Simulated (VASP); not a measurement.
Method: r2SCAN meta-GGA, VASP's PBE PAW potentials (set 64) (plane waves; VASP).

VASP input:

### INCAR
```
# general
SYSTEM =CuF
PREC   =Accurate
ENCUT  =520
LREAL  =.False.
LASPH  =.True.

# electronic loop
EDIFF  =1E-6
NELM   =100
ALGO   =Normal
LMAXMIX=4
LMIXTAU=.True.

# smearing
ISMEAR =1
SIGMA  =0.1

# functional
METAGGA=R2SCAN

# ions
IBRION =2
NSW    =60
ISIF   =3
EDIFFG =-0.01

# output
LWAVE  =.False.
LCHARG =.False.
```

File KPOINTS:
```
Automatic
0
Gamma
12 12 12
0 0 0
```

POSCAR:
```
CuF
1
    2.7356302848     0.0000000000    -0.0000000000
    0.0000000000     2.7356302848    -0.0000000000
    0.0000000000     0.0000000000     2.7356302848
Cu F
1 1
Direct
  0.0000000000   0.0000000000   0.0000000000
  0.5000000000   0.5000000000   0.5000000000
```

POTCAR, in this order: Cu F (PBE.64 set). Program: vasp_std.

Output of the run:

OSZICAR:
```
       N       E                     dE             d eps       ncg     rms          rms(c)
DAV:   1     0.113182062265E+03    0.11318E+03   -0.10117E+04  2311   0.223E+03
DAV:   2    -0.117604298195E+02   -0.12494E+03   -0.11415E+03  2239   0.367E+02
DAV:   3    -0.204907309208E+02   -0.87303E+01   -0.83890E+01  2592   0.108E+02
DAV:   4    -0.206025287801E+02   -0.11180E+00   -0.11163E+00  2499   0.121E+01
DAV:   5    -0.206043403353E+02   -0.18116E-02   -0.18115E-02  2791   0.155E+00    0.641E+00
DAV:   6    -0.167188402865E+02    0.38855E+01   -0.10822E+01  2509   0.885E+01    0.673E+00
DAV:   7    -0.157298431709E+02    0.98900E+00   -0.29562E+00  2519   0.552E+01    0.208E+00
DAV:   8    -0.157490849353E+02   -0.19242E-01   -0.33490E-01  2642   0.143E+01    0.515E-01
DAV:   9    -0.156883364328E+02    0.60749E-01   -0.63738E-02  2766   0.457E+00    0.483E-01
DAV:  10    -0.157464671432E+02   -0.58131E-01   -0.10554E-01  2635   0.661E+00    0.359E-01
DAV:  11    -0.157478426661E+02   -0.13755E-02   -0.18712E-03  2865   0.980E-01    0.254E-01
DAV:  12    -0.157483158567E+02   -0.47319E-03   -0.40558E-03  2464   0.158E+00    0.565E-02
DAV:  13    -0.157482408151E+02    0.75042E-04   -0.26602E-04  3008   0.335E-01    0.189E-02
DAV:  14    -0.157483060241E+02   -0.65209E-04   -0.11735E-04  3056   0.222E-01    0.115E-02
DAV:  15    -0.157483153491E+02   -0.93250E-05   -0.16004E-05  3163   0.776E-02    0.258E-03
DAV:  16    -0.157483172777E+02   -0.19286E-05   -0.64739E-07  1693   0.117E-02    0.300E-03
DAV:  17    -0.157483174205E+02   -0.14271E-06   -0.11993E-06  1268   0.269E-02
   1 F= -.15748317E+02 E0= -.15748780E+02  d E =-.157483E+02
       N       E                     dE             d eps       ncg     rms          rms(c)
DAV:   1    -0.157500663978E+02   -0.17491E-02   -0.29701E-02  2200   0.371E+00    0.330E-01
DAV:   2    -0.157484955284E+02    0.15709E-02   -0.83721E-03  2215   0.214E+00    0.663E-02
DAV:   3    -0.157483659971E+02    0.12953E-03   -0.89941E-04  2409   0.879E-01    0.516E-02
DAV:   4    -0.157483453161E+02    0.20681E-04   -0.38066E-05  2856   0.179E-01    0.255E-02
DAV:   5    -0.157483308534E+02    0.14463E-04   -0.11804E-05  3212   0.683E-02    0.541E-03
DAV:   6    -0.157483299864E+02    0.86691E-06   -0.19005E-06  2063   0.256E-02
   2 F= -.15748330E+02 E0= -.15748798E+02  d E =-.125660E-04
```

**OUTCAR**
```
------------------------ aborting loop because EDIFF is reached ----------------------------------------
  FORCE on cell =-STRESS in cart. coord.  units (eV):
  Direction    XX          YY          ZZ          XY          YZ          ZX
  --------------------------------------------------------------------------------------
  Total       -0.0165522     -0.0165522     -0.0165522      0.0000000      0.0000000     -0.0000000
  in kB       -1.2920876     -1.2920876     -1.2920876      0.0000000      0.0000000     -0.0000000
  external PRESSURE =      -1.2920876 kB  Pullay stress =       0.0000000 kB
  volume of cell :       20.52
      direct lattice vectors                 reciprocal lattice vectors
     2.737944304  0.000000000  0.000000000     0.365237525  0.000000000 -0.000000000
    -0.000000000  2.737944304 -0.000000000    -0.000000000  0.365237525  0.000000000
     0.000000000 -0.000000000  2.737944304    -0.000000000  0.000000000  0.365237525
 POSITION                                       TOTAL-FORCE (eV/Angst)
 -----------------------------------------------------------------------------------
      0.00000      0.00000      0.00000         0.000000     -0.000000      0.000000
      1.36897      1.36897      1.36897        -0.000000      0.000000      0.000000
 -----------------------------------------------------------------------------------
    total drift:                                0.000000      0.000000      0.000000
  FREE ENERGIE OF THE ION-ELECTRON SYSTEM (eV)
  ---------------------------------------------------
  free  energy   TOTEN  =       -15.7483299864 eV

  energy  without entropy=      -15.7497344959  energy(sigma->0) =      -15.74879816

 reached required accuracy - stopping structural energy minimisation
```
(Selected blocks of OUTCAR.)

File CONTCAR:
```
CuF
   1.00000000000000
     2.7379443035625575    0.0000000000000000    0.0000000000000000
    -0.0000000000000000    2.7379443035625575   -0.0000000000000000
     0.0000000000000000   -0.0000000000000000    2.7379443035625575
  Cu              F
     1     1
Direct
     0.0000000000000000    0.0000000000000000    0.0000000000000000
     0.5000000000000000    0.5000000000000000    0.5000000000000000
```

**OUTCAR**
```
 val. band max:        4.8743558204   @ k =   0.5000   0.4167   0.4167

 cond. band min:       4.8952551675   @ k =   0.5000   0.5000   0.0000


 Fermi energy:         4.8932396375

 k-point     1 :       0.0000    0.0000    0.0000
  band No.  band energies     occupation
      1     -20.7793      2.00000
      2       0.0006      2.00000
      3       0.0006      2.00000
      4       0.0006      2.00000
      5       2.9958      2.00000
      6       2.9958      2.00000
      7       3.3692      2.00000
      8       4.5037      2.00000
      9       4.5037      2.00000
     10       4.5037      2.00000
     11      20.8852      0.00000
     12      20.8852      0.00000
     13      22.8372      0.00000

 k-point     2 :       0.0833    0.0000    0.0000
  band No.  band energies     occupation
      1     -20.7554      2.00000
      2      -0.3779      2.00000
      3      -0.0043      2.00000
      4      -0.0043      2.00000
      5       3.0109      2.00000
      6       3.1031      2.00000
      7       3.7515      2.00000
      8       4.5071      2.00000
      9       4.5138      2.00000
     10       4.5138      2.00000
     11      19.6379      0.00000
     12      20.9593      0.00000
     13      22.8261      0.00000

 k-point     3 :       0.1667    0.0000    0.0000
  band No.  band energies     occupation
      1     -20.6855      2.00000
      2      -1.1747      2.00000
      3      -0.0179      2.00000
      4      -0.0179      2.00000
      5       3.0525      2.00000
      6       3.3729      2.00000
      7       4.5165      2.00000
      8       4.5428      2.00001
      9       4.5428      2.00001
     10       4.6211      2.00081
     11      17.6849      0.00000
     12      21.1828      0.00000
     13      22.7853      0.00000

 k-point     4 :       0.2500    0.0000    0.0000
  band No.  band energies     occupation
      1     -20.5880      2.00000
      2      -2.0096      2.00000
      3      -0.0373      2.00000
...
```

The structure was generated: CuF was put into the CsCl type type (Pm-3m), which need not be its known phase. This run relaxes it. Symmetry was kept, so distortions that lower it aren't found. The start is the result of an earlier pass.
